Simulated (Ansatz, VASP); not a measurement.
# RbBeF3: VASP beside Ansatz

```
Rb Be F
1.0
     3.79409    0.00000    0.00000
     0.00000    3.79409    0.00000
     0.00000    0.00000    3.79409
Rb Be F
1 1 3
Direct
  0.00000 0.00000 0.00000
  0.50000 0.50000 0.50000
  0.00000 0.50000 0.50000
  0.50000 0.00000 0.50000
  0.50000 0.50000 0.00000
```

Alike in both runs: task single point; functional PBEsol; k mesh 6 × 6 × 6; occupations gaussian, width 0.02 eV; no spin polarisation.

```csv
,VASP,Ansatz
version,VASP 6.6.1,Ansatz 0.2.0
potentials or method,"VASP PAW PBE potentials, release 64 (Rb_sv, Be, F)","scalar-relativistic, plane waves, PAW"
plane-wave cutoff (eV),520,420
valence electrons in the cell,32,32
```

Ansatz gave:

```
gap on the k mesh at the Fermi level (eV) : 7.29
least direct gap on the mesh (eV)         : 7.29
```

Which values does VASP return?

gap on the k mesh at the Fermi level (eV): 7.26; least direct gap on the mesh (eV): 7.27.

With one functional, cell and mesh, what is left measures potentials, basis and numerics.

 As with any semilocal functional, this PBEsol gap is likely too small. A k mesh can miss the band edges.
